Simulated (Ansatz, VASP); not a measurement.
# Sn in two plane-wave programs, part 2 of 2

Wanted: the spread between two codes on one cell, functional and k mesh. The cell is taken from a series of runs on this material, whose earlier steps may have relaxed, scaled, displaced or heated it; both programs get it as it stands.

VASP 6.6.1 and Ansatz 0.2.0.

So far: The starting structure; VASP: zone-centre phonons, LDA, pair 1; Ansatz: zone-centre phonons, LDA, pair 1; Comparison.

### Step 5. VASP: zone-centre phonons, LDA, pair 2

Level of this step: LDA; plane waves and PAW (Sn_d) (VASP).

Second derivatives magnify differences that forces hide, and they need a tight electronic threshold. The cell compared in this pair holds 62.39 Å³, against 61.04 Å³ for the pair before.

Contents of INCAR:

```
SYSTEM = Sn
PREC = Accurate
ENCUT = 500
EDIFF = 1E-08
NELM = 120
ISMEAR = 1
SIGMA = 0.2
LREAL = .FALSE.
ALGO = Normal
GGA = CA
NBANDS = 20
LORBIT = 11
LWAVE = .FALSE.
LCHARG = .FALSE.
ISIF = 2
IBRION = 8
LASPH = .TRUE.
GGA_COMPAT = .FALSE.
KPAR = 2
```

Contents of POSCAR:

```
Sn
1.0
    0.0000000000      3.1480072199      3.1480072199
    3.1480072199      0.0000000000      3.1480072199
    3.1480072199      3.1480072199      0.0000000000
Sn
2
Direct
    0.5000000000      0.5000000000      0.5000000000
    0.7500000000      0.7500000000      0.7500000000
```

Contents of KPOINTS:

```
Automatic mesh
0
Gamma
12 12 12
0 0 0
```

Potentials, in the order of the species: Sn_d (LDA family, release 64).

The run is started by

```sh
mpirun -np 2 vasp_std
```

Numbers of over 12 decimals in the logs are rounded to 6 here.

Output:

```text
[... set-up lines as in an earlier step ...]
 entering main loop
       N       E                     dE             d eps       ncg     rms          rms(c)
DAV:   1     0.226227246278E+03    0.22623E+03   -0.14749E+04  2904   0.208E+03
DAV:   2     0.151656065904E+02   -0.21106E+03   -0.20681E+03  2892   0.449E+02
DAV:   3    -0.825456075202E+01   -0.23420E+02   -0.23273E+02  3312   0.145E+02
DAV:   4    -0.900277246704E+01   -0.74821E+00   -0.74782E+00  3260   0.292E+01
[...]
DAV:  10    -0.886816454328E+01    0.20742E-05   -0.18300E-05  3860   0.473E-02    0.460E-03
DAV:  11    -0.886816479160E+01   -0.24832E-06   -0.13784E-06  3152   0.771E-03    0.220E-03
DAV:  12    -0.886816479032E+01    0.12737E-08   -0.71048E-08  3116   0.216E-03
   1 F= -.88681648E+01 E0= -.88681218E+01  d E =-.129003E-03
 Linear response reoptimize wavefunctions to high precision
DAV:   1    -0.886816478935E+01    0.97498E-09   -0.69037E-09  3060   0.697E-04
DAV:   2    -0.886816478943E+01   -0.84583E-10   -0.35262E-10  1892   0.196E-04
 Linear response DOF=           1
 Linear response progress:
  Degree of freedom:   1/  1
       N       E                     dE             d eps       ncg     rms          rms(c)
RMM:   1    -0.215960634546E+00   -0.21596E+00    0.67551E-01 14029   0.106E+01
RMM:   2    -0.222791960202E+00   -0.68313E-02   -0.20825E-02 19600   0.124E+00    0.770E-02
RMM:   3    -0.223010611105E+00   -0.21865E-03   -0.17511E-03 20514   0.340E-01    0.367E-02
RMM:   4    -0.222962240592E+00    0.48371E-04   -0.12199E-04 20677   0.103E-01    0.110E-02
[...]
RMM:  14    -0.222971938719E+00    0.17007E-07    0.23668E-08 22420   0.404E-05    0.906E-07
RMM:  15    -0.222971926092E+00    0.12627E-07    0.35564E-09 21399   0.355E-05    0.648E-07
RMM:  16    -0.222971930987E+00   -0.48946E-08    0.13783E-09 16987   0.325E-05    0.442E-07
 first order change of Fermi-energy   0.75400E-04
 force on displaced ion       1 direction 1 :  -9.483   0.000   0.000
 Linear response finished
```

Parts of OUTCAR (step 5):

```text
  Total        1.8009783      1.8009783      1.8009783      0.0000000     -0.0000000      0.0000000
  in kB       46.2468232     46.2468232     46.2468232      0.0000000     -0.0000000      0.0000000
  external PRESSURE =      46.2468232 kB  Pullay stress =       0.0000000 kB

 POSITION                                       TOTAL-FORCE (eV/Angst)
 -----------------------------------------------------------------------------------
      3.14801      3.14801      3.14801         0.000000      0.000000      0.000000
      4.72201      4.72201      4.72201        -0.000000     -0.000000     -0.000000
 -----------------------------------------------------------------------------------
    total drift:                               -0.000000     -0.000000      0.000000

[... 1 part as in an earlier step ...]

[... 1 further part left out ...]
```

### Step 6. Ansatz: zone-centre phonons, LDA, pair 2

The same cell, functional (in two slightly different forms), mesh and smearing now go to Ansatz, which takes its cutoff from its data sets.

The cell is taken from a series of runs on this material, whose earlier steps may have relaxed, scaled, displaced or heated it; both programs get it as it stands.

Contents of input.yaml:

```yaml
crystal:
  lattice:
    - [0.0, 3.1480072199, 3.1480072199]
    - [3.1480072199, 0.0, 3.1480072199]
    - [3.1480072199, 3.1480072199, 0.0]
  atoms:
    - { symbol: Sn, position: [0.5, 0.5, 0.5] }
    - { symbol: Sn, position: [0.75, 0.75, 0.75] }
kpoints:
  mp_grid: { grid: [12, 12, 12] }
hamiltonian:
  xc: lda
  pseudopotentials: { kind: paw, azcp: { folder: soft_1 }, xc_functional: pbe }
scf:
  occupations: { method: methfessel_paxton, width: 0.2 }
output:
  eigenvalues: true
phonons:
  method: dfpt
```

The run is started by

```sh
ansatz run input.yaml --threads 4 --pin off --max-ram 10240MiB --backend cpu --events-out ev --progress --plain --runs-dir out
```

Output:

```text
[...]
Crystal: 2 atoms, lattice volume = 62.393 Å³
Basis set: ecut = 420 eV, 1243 PW (Γ), exchange–correlation on 64×64×64 points (8 copies of the dense FFT grid, shifted against one another)
Bands: 18, of which v1, the nominal top of the filled ones, is band 14 counted from 1 (13 counted from 0)
Symmetry: 48 space group operations
k-points: 163 of 1728 (irreducible under 8 space group operations, time reversal used)
[...]
k-point 1: bands = [... 10 lower, -2.4675, 7.3576, 8.6925, 8.6925, 9.4879, 11.1313, 11.1313, 11.2902]
  k-point 2: bands = [... 10 lower, -2.2486, 5.9278, 8.3492, 8.3492, 9.4585, 11.5532, 11.5532, 12.3191]
  k-point 162: bands = [... 10 lower, 0.9354, 0.9354, 5.3222, 5.3222, 12.3948, 12.3948, 12.7978, 12.7978]
[...]
ASR residual: 6.269e-6 → 0.000e0 eV/Å²; symmetrization residual: 1.473e-12 eV/Å²
  ASR residual per site (eV/Å²): 6.27e-6 6.27e-6
  Γ frequencies (cm⁻¹): 0.00 0.00 0.00 206.78 206.78 206.78
[...]
[key lines of the parts left out:]
SCF converged after 8 iterations
Free energy (F): -11759.078007 eV
Fermi energy:    8.809691 eV
```

### Step 7. Differences

The two programs side by side:

| quantity | Ansatz | VASP | difference |
| --- | --- | --- | --- |
| optical mode 1 to 3 (cm⁻¹) | 206.8 | 208.4 | -0.79 % |

Modes are paired by rising frequency, not by their patterns, so a pair may set unlike modes beside each other; they are those without the splitting of longitudinal modes.

### Step 8. Summary of results

```json
{"r.m.s. difference of the optical zone-centre modes, each program's sorted by frequency (zone-centre phonons, LDA, pair 1)": "1.6 cm⁻¹", "difference in optical mode 1 to 3 (zone-centre phonons, LDA, pair 1)": "-0.7 %", "r.m.s. difference of the optical zone-centre modes, each program's sorted by frequency (zone-centre phonons, LDA, pair 2)": "1.7 cm⁻¹", "difference in optical mode 1 to 3 (zone-centre phonons, LDA, pair 2)": "-0.8 %"}
```

In words: The r.m.s. difference of the optical zone-centre modes, each program's sorted by frequency is 1.6 cm⁻¹ (zone-centre phonons, LDA, pair 1). Among the rows given in per cent, the largest difference of the zone-centre phonons, LDA, pair 1 pair is in optical mode 1 to 3, -0.7 %. Among the rows given in per cent, the largest difference of the zone-centre phonons, LDA, pair 2 pair is in optical mode 1 to 3, -0.8 %. How closely two codes agree says nothing of how well the functional describes the real material.

[Lines on the potential files, build, host, timing and source positions are cut from VASP's logs without a mark.]

[Logs are printed without paths, hosts, clocks, repeated set-up lines and the standing remarks that a program may print on its own settings, such as how far it seeks lower states.]

[Hosts, paths, dates, database ids (printed as entryN), source tags and the programs' standing remarks are cut or masked in the printed files.]
